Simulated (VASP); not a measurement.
Consider the following.

```yaml
crystal:
  lattice:
    - [0.00000, 2.53134, 2.53134]
    - [2.53134, 0.00000, 2.53134]
    - [2.53134, 2.53134, 0.00000]
  atoms:
    - { symbol: Hf, position: [0.00000, 0.00000, 0.00000] }
    - { symbol: O, position: [0.25000, 0.25000, 0.25000] }
    - { symbol: O, position: [0.75000, 0.75000, 0.75000] }
```

All values below come from PBE GGA, VASP's PBE PAW potentials (set 64) (plane waves; VASP 6.6.1). Run with 480 eV cut-off, 7×7×7 Γ-centred mesh, Gaussian smearing of 0.050 eV, potentials Hf O.

Estimate the energy per atom (σ→0).

| Item | Result |
|---|---|
| energy per atom (σ→0) | -10.109 eV/atom |

The absolute energy has meaning only against runs of the same code, potentials and settings.

The compound is HfO2 in the fluorite structure, the high-temperature cubic form, which is unstable at 0 K; the monoclinic form is the stable one. It was relaxed first. The start is the result of an earlier pass.
